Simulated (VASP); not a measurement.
VASP runs on MnTlCl₃ (space group P1) share one base input (LDA (Ceperley-Alder, Perdew-Zunger), plane waves, VASP's LDA PAW potentials (set 64)) and change the settings named in each case.

**POSCAR**
```
MnTlCl3
5.069270
  1.0000000000   0.0000000000   0.0000000000
  0.0000000000   1.0000000000   0.0000000000
  0.0000000000   0.0000000000   1.0000000000
Mn Tl Cl
1 1 3
direct
  0.5001610000   0.5079440000   0.5070570000
 -0.0058770000  -0.0083350000  -0.0006000000
  0.0083180000   0.5123900000   0.5060010000
  0.5208940000  -0.0149360000   0.4998440000
  0.4765040000   0.5029360000  -0.0123020000
```

File KPOINTS:
```
Automatic mesh
0
Gamma
3 3 3
0 0 0
```

**INCAR**
```
ALGO = Normal
EDIFF = 1E-6
ENCUT = 300
ISIF = 2
ISMEAR = -1
ISPIN = 2
LASPH = T
LCHARG = F
LMAXMIX = 4
LORBIT = 11
LREAL = F
LWAVE = F
NELM = 100
PREC = Accurate
SIGMA = 0.02
SYSTEM = MnTlCl3
```

POTCAR, in this order: Mn_pv Tl_d Cl (LDA.64 set). Program: vasp_std. The INCAR's line for the spin-polarised start is left out here.

```
change                                                                                                                                   E(σ→0) (eV/atom)  pressure (GPa)  largest force (eV/Å)
---------------------------------------------------------------------------------------------------------------------------------------  ----------------  --------------  --------------------
base run                                                                                                                                          -4.7480           -4.64                 0.378
GGA = PS, POTCAR Mn_pv Tl_d Cl (PBE.64 set)                                                                                                       -4.6070             ___                   ___
GGA_COMPAT = .FALSE., ISPIN removed, ISYM = 0, LNONCOLLINEAR = .TRUE., LSORBIT = .TRUE., another spin-polarised start, program vasp_ncl           -4.7858           -4.68                 0.377
KPOINTS 7×7×7 Γ-centred mesh                                                                                                                      -4.7484             ___                   ___
LDAU = .TRUE., LDAUJ = 0 0 0, LDAUL = 2 -1 -1, LDAUTYPE = 2, LDAUU = 7.0 0 0                                                                      -4.4212           -3.20                 0.661
```

Problem. Complete the blanks.

Solution. 
- GGA = PS, POTCAR Mn_pv Tl_d Cl (PBE.64 set), pressure (GPa): -2.53
- GGA = PS, POTCAR Mn_pv Tl_d Cl (PBE.64 set), largest force (eV/Å): 0.457
- KPOINTS 7×7×7 Γ-centred mesh, pressure (GPa): -4.67
- KPOINTS 7×7×7 Γ-centred mesh, largest force (eV/Å): 0.379

Energies of different potentials or functionals have different zeros.  The run has a spin-polarised start. Unless said otherwise, spin-orbit coupling is left out, though it shifts the bands of the heavy elements here. At 300 eV the pressure can carry a Pulay error.

Left out are runs that ran out of time, are held back, or changed the cell or the kind of run, fixed moments of cells without a moment, rows past the twelfth, gaps on odd meshes, pressures of charged cells and columns that move by less than the noise.

The structure comes from a computed database's MnTlCl3 entry; how it stands against other phases isn't given here. The cell was not relaxed at this level, its atoms were moved at random.
